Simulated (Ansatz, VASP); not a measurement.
## One calculation of Si3Sn, two programs

File INCAR:

```
PREC     = Accurate       # precision mode
ENCUT    = 600            # plane-wave cutoff, eV
EDIFF    = 1E-6           # SCF threshold, eV
ISMEAR   = 0              # smearing method
SIGMA    = 0.1            # smearing width, eV
LREAL    = F              # projectors in reciprocal space
LASPH    = T              # aspherical terms in the spheres
NELM     = 100            # most SCF steps
ALGO     = Normal         # electronic algorithm
ISIF     = 3              # what is computed and relaxed
LWAVE    = F              # write WAVECAR
LCHARG   = F              # write CHGCAR
GGA      = PE             # functional
IBRION   = 2              # ionic algorithm
NSW      = 100            # ionic steps
EDIFFG   = -0.01          # ionic threshold
```

File KPOINTS:

```
Automatic mesh
0
Gamma
  18 18 6
```

POSCAR

```
Si3Sn
1.0
    3.0536806003      0.0000000000      0.0000000000
   -1.5268403002      2.6445649749      0.0000000000
    0.0000000000      0.0000000000      9.1519830434
Si Sn
3 1
Direct
    0.3333333333      0.6666666667      0.7094535039
    0.3333333333      0.6666666667      0.2905464961
    0.6666666667      0.3333333333      0.5000000000
    0.6666666667      0.3333333333      0.0000000000
```

Input for Ansatz:

```yaml
crystal:
  lattice:
    - [3.0536806003, 0.0, 0.0]
    - [-1.5268403002, 2.6445649749, 0.0]
    - [0.0, 0.0, 9.1519830434]
  atoms:
    - { symbol: Si, position: [0.3333333333, 0.6666666667, 0.7094535039] }
    - { symbol: Si, position: [0.3333333333, 0.6666666667, 0.2905464961] }
    - { symbol: Si, position: [0.6666666667, 0.3333333333, 0.5] }
    - { symbol: Sn, position: [0.6666666667, 0.3333333333, 0.0] }
basis:
  ecutwfc: 420
kpoints:
  mp_grid: { grid: [18, 18, 6] }
hamiltonian:
  xc: pbe
scf:
  occupations: { method: gaussian, width: 0.1 }
output:
  forces: true
  stress: true
  eigenvalues: true
relax:
  adjacent_minimum: "off"
  f_tol: 0.01
  max_steps: 80
  cell: { stress_tol: 0.05 }
```

Alike in both runs: task relaxation of cell and atoms; functional PBE; k mesh 18 × 18 × 6; occupations gaussian, width 0.1 eV; no spin polarisation.

```csv
,VASP,Ansatz
version,VASP 6.6.1,Ansatz 0.2.0
potentials or method,"VASP PAW PBE potentials, release 64 (Si, Sn_d)","scalar-relativistic, plane waves, PAW"
plane-wave cutoff (eV),600,420
valence electrons in the cell,26,26
```

```csv
,VASP,Ansatz,Ansatz less VASP
"gap on the k mesh at the Fermi level, each at its own relaxed structure (eV)",none,none,-
relaxed volume (Å³/atom),19.71,19.72,+0.014
relaxed cell length with the largest relative difference (Å),3.563,3.564,+0.0012
energy change over the relaxation (meV/atom),-185,-184,+0.3
```

A gap of «none» marks a metal or a gap that the smearing closes.
